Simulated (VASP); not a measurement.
Computed with LDA (Ceperley-Alder, Perdew-Zunger), VASP's LDA PAW potentials (set 64) (plane waves; VASP).

A VASP calculation is set up with these files.

**POSCAR**
```
WS2
1
    1.5642004382    -2.7092746107     0.0000000000
    1.5642004382     2.7092746107    -0.0000000000
   -0.0000000000    -0.0000000000    12.1782107521
W S
2 4
Direct
  0.3333330000   0.6666670000   0.2500000000
  0.6666670000   0.3333330000   0.7500000000
  0.3333330000   0.6666670000   0.8784065417
  0.6666670000   0.3333330000   0.3784065417
  0.6666670000   0.3333330000   0.1215934583
  0.3333330000   0.6666670000   0.6215934583
```

INCAR:
```
ALGO = Normal
CSHIFT = 0.1
EDIFF = 1E-7
ENCUT = 400
ISMEAR = 0
LASPH = .TRUE.
LCHARG = .FALSE.
LMAXMIX = 6
LOPTICS = .TRUE.
LREAL = .FALSE.
LWAVE = .FALSE.
NBANDS = 93
NEDOS = 1001
NELM = 100
PREC = Accurate
SIGMA = 0.01
SYSTEM = WS2
```

KPOINTS:
```
Automatic mesh
0
Gamma
18 18 4
0 0 0
```

POTCAR, in this order: W_sv S (LDA.64 set). Program: vasp_std.

Task: What will the output report for the number of irreducible k-points (NKPTS), largest plane-wave count, number of space-group operations, FFT grid (NGX, NGY, NGZ)?

Result: 
- number of irreducible k-points (NKPTS): 111
- largest plane-wave count: 1899
- number of space-group operations: 24
- FFT grid (NGX, NGY, NGZ): 20 × 20 × 80

The compound is WS2 in the 2H layered structure. It was relaxed first.
